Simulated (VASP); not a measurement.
```xyz
6
Lattice="4.5664 0.0000 0.0000 0.0000 4.5664 0.0000 0.0000 0.0000 3.1981" Properties=species:S:1:pos:R:3 pbc="T T T"
Ir     0.0000     0.0000     0.0000
Ir     2.2832     2.2832     1.5990
O      1.4075     1.4075     0.0000
O      3.6907     0.8757     1.5990
O      0.8757     3.6907     1.5990
O      3.1589     3.1589     0.0000
```

The numbers are results of revPBE GGA, VASP's PBE PAW potentials (set 64) (plane waves; VASP), not measurements. Numerical set-up: 520 eV cut-off, Gaussian smearing of 0.050 eV, potentials Ir O.

Unless said otherwise, spin-orbit coupling is left out, though it shifts the bands of the heavy elements here.

Estimate the band gap (along the path) with the smallest direct gap where there is one.

```json
{
 "band gap (along the path)": "none (metal, semimetal or under 0.01 eV)"
}
```

The absolute energy has meaning only against runs of the same code, potentials and settings.

The compound is IrO2 in the rutile structure. It was relaxed first.
